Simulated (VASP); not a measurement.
Nb (bcc): the bulk modulus from VASP (plane waves, PAW) at several levels of theory. Static lattice, third-order Birch-Murnaghan fit over five volumes.

| level | bulk modulus (GPa) | error against measurement |
|---|---|---|
| LDA | 199 | +14.8 % |
| PBE | 173 | +0.1 % |
| PBEsol | 185 | +7.0 % |
| RPBE | 164 | -5.2 % |
| AM05 | 184 | +6.2 % |
| PBE-D3(BJ) | 186 | +7.2 % |
| PBE-D4 | 176 | +1.4 % |
| optB88-vdW | 177 | +2.4 % |
| rev-vdW-DF2 | 178 | +2.9 % |
| revTPSS | 180 | +3.9 % |
| SCAN | 181 | +4.6 % |
| r2SCAN | 174 | +0.2 % |
| r2SCAN+rVV10 | 177 | +2.4 % |

Measured: 173 GPa at 0 K (as given by Daniel Mejia-Rodriguez et al., Physical Review B (2018), arXiv:1807.09216; 0 K value with the zero-point phonon effect removed).

The cell of the LDA run:

Space group Im-3m (No. 229); a = b = c = 3.247 Å, α = β = γ = 90.00°

```json
[
 {"atom": "Nb", "site": "2a", "symmetry": "m-3m", "x": "0.0000", "y": "0.0000", "z": "0.0000"}
]
```
(The calculation used a cell of 1 atom; values per cell refer to that cell.)

Only levels that ran to the end are used. Left out are those held back, those with too coarse a band path, GW runs whose mesh misses a band edge, hybrids' fits of cells that aren't cubic and levels without matching references; a question may draw on a part of the rest.

The compound is Nb in the bcc structure.
